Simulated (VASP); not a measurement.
Given:

```
MgB2
1.0
    1.54389    -2.67409     0.00000
    1.54389     2.67409     0.00000
    0.00000     0.00000     3.51568
Mg B
1 2
Direct
  0.00000   0.00000   0.00000
  0.33333   0.66667   0.50000
  0.66667   0.33333   0.50000
```

All values below come from vdW-DF2, VASP's PBE PAW potentials (set 64) (plane waves; VASP). Settings: 520 eV cut-off, Gaussian smearing of 0.050 eV, potentials Mg B.

**Question.** Give the energies of bands 1 to 6 at the high-symmetry points, in eV from the Fermi level.

**Answer.** 
| band | Γ | M | K | A | L | H |
|---|---|---|---|---|---|---|
| 1 | -12.21 | -8.43 | -7.17 | -10.95 | -7.48 | -6.30 |
| 2 | -2.81 | -7.62 | -7.17 | -7.22 | -6.71 | -6.30 |
| 3 | 0.30 | -2.14 | -5.59 | 0.66 | -3.38 | -4.91 |
| 4 | 0.30 | 0.28 | 1.85 | 0.66 | -1.86 | -1.83 |
| 5 | 1.95 | 3.16 | 1.85 | 6.79 | -1.13 | -1.83 |
| 6 | 6.44 | 4.22 | 6.42 | 6.79 | 5.99 | 3.66 |

It has no gap at this level: it comes out as a metal or semimetal.

The compound is MgB2 in the AlB2 type structure. It was relaxed first.
